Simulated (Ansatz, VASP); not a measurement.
# One calculation of Nb2Te5, two programs

```
Nb Te
1.0
     3.68000    0.00000    0.00000
    -1.84000    3.18697    0.00000
     0.00000    0.00000   16.65000
Nb Te
2 5
Direct
  0.00000 0.00000 0.70900
  0.00000 0.00000 0.29100
  0.66667 0.33333 0.81700
  0.33333 0.66667 0.60000
  0.33333 0.66667 0.18300
  0.66667 0.33333 0.40000
  0.00000 0.00000 0.00000
```

Alike in both runs: task relaxation of cell and atoms; functional PBE; k mesh 5 × 5 × 1; occupations gaussian, width 0.2 eV; no spin polarisation.

|  | VASP | Ansatz |
| --- | --- | --- |
| version | VASP 6.6.1 | Ansatz 0.2.0 |
| potentials or method | VASP PAW PBE potentials, release 64 (Nb_sv, Te) | scalar-relativistic, plane waves, PAW |
| plane-wave cutoff (eV) | 600 | 420 |
| valence electrons in the cell | 56 | 106 |

|  | VASP | Ansatz | Ansatz less VASP |
| --- | --- | --- | --- |
| gap on the k mesh at the Fermi level, each at its own relaxed structure (eV) | none | none | - |
| relaxed volume (Å³/atom) | 28.52 | 29.38 | +0.858 |
| relaxed cell length with the largest relative difference (Å) | 17.691 | 18.262 | +0.5713 |
| energy change over the relaxation (meV/atom) | -18 | -22 | -3.5 |

A gap of «none» marks a metal or a gap that the smearing closes. The two sets of potentials don't hold the same shells in valence.

Caveats: the k mesh is coarse (spacing up to 0.39 Å⁻¹), so the values aren't converged; this functional lacks dispersion, which binds the layers, so the pressure and a relaxed spacing across them are unreliable. The runs have no spin-orbit coupling, so splittings on Te are missing.
